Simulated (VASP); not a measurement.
Data:

```yaml
crystal:
  lattice:
    - [0.00000, 1.90658, 1.90658]
    - [1.90658, 0.00000, 1.90658]
    - [1.90658, 1.90658, 0.00000]
  atoms:
    - { symbol: Ir, position: [0.00000, 0.00000, 0.00000] }
```

The numbers are results of r2SCAN meta-GGA, VASP's PBE PAW potentials (set 64) (plane waves; VASP), not measurements. Numerical set-up: 520 eV cut-off, 16×16×16 Γ-centred mesh, first-order Methfessel-Paxton smearing of 0.10 eV, potentials Ir.

**Question.** The job: Ir (fcc), 1 atom, r2SCAN, static run, 520 eV, 16×16×16 Γ-centred mesh. Roughly how much core time does it take on a busy server core?

**Answer.** About 2 core-minutes (one run on a shared machine, a rough figure). It had 145 irreducible k-points, 8 bands, up to 388 plane waves and 17 electronic steps.

The compound is Ir in the fcc structure. This cell is one point of a volume scan, at 0.97 of the reference volume.
